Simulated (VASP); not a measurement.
These are PBEsol GGA, VASP's PBE PAW potentials (set 64) (plane waves; VASP) values and carry that method's errors.

The input files of a VASP run:

### INCAR
```
! general
SYSTEM  = TcSnO3
PREC    = Accurate
ENCUT   = 400   ! plane-wave cut-off (eV)
LREAL   = .FALSE.
LASPH   = .TRUE.

! electronic loop
EDIFF   = 1E-6   ! SCF stop (eV)
NELM    = 100
ALGO    = Normal
LMAXMIX = 4   ! l cut-off of mixed one-centre charges

! smearing
ISMEAR  = 0
SIGMA   = 0.272   ! width (eV)

! functional
GGA     = PS   ! PBEsol

! ions
ISIF    = 2

! output
LWAVE   = .FALSE.
LCHARG  = .FALSE.
```

POSCAR:
```
TcSnO3
1
    3.6649950000     0.0000000000     0.0000000000
    0.0000000000     3.6649950000     0.0000000000
    0.0000000000     0.0000000000     3.6649950000
Sn Tc O
1 1 3
Direct
  0.0000000000   0.0000000000   0.0000000000
  0.5000000000   0.5000000000   0.5000000000
  0.0000000000   0.5000000000   0.5000000000
  0.5000000000   0.5000000000   0.0000000000
  0.5000000000   0.0000000000   0.5000000000
```

File KPOINTS:
```
Automatic mesh
0
Gamma
7 7 7
0 0 0
```

POTCAR, in this order: Sn_d Tc_pv O (PBE.64 set). Program: vasp_std.

At this cut-off the stress carries a Pulay error, which pulls relaxed volumes low. Unless said otherwise, spin-orbit coupling is left out, though it shifts the bands of the heavy elements here.

What does the run give for the energy per atom (σ→0), pressure, band gap (on the k-mesh)?

```yaml
energy per atom (σ→0): -7.076 eV/atom
band gap (on the k-mesh): none (metal, semimetal or under 0.01 eV)
pressure: 59.17 GPa
```

File OSZICAR:
```
...
DAV:   7    -0.355082720619E+02    0.26658E+00   -0.44002E+00  1176   0.165E+01    0.149E+01
DAV:   8    -0.354153837823E+02    0.92888E-01   -0.32695E-01  1234   0.556E+00    0.434E-01
DAV:   9    -0.354160467551E+02   -0.66297E-03   -0.25284E-02  1348   0.115E+00    0.273E-01
DAV:  10    -0.354162522910E+02   -0.20554E-03   -0.23719E-03  1388   0.848E-01    0.873E-02
DAV:  11    -0.354161327146E+02    0.11958E-03   -0.49862E-04  1409   0.333E-01    0.234E-02
DAV:  12    -0.354161353445E+02   -0.26298E-05   -0.64755E-05  1476   0.849E-02    0.140E-02
DAV:  13    -0.354161349469E+02    0.39759E-06   -0.41722E-06  1156   0.214E-02
   1 F= -.35416135E+02 E0= -.35382268E+02  d E =-.677346E-01
```

The structure was generated: TcSnO3 was put into an ordered model structure, which need not be its known phase. The cell was not relaxed at this level. The electron count is odd and the run is not spin-polarised, which forces a metal.
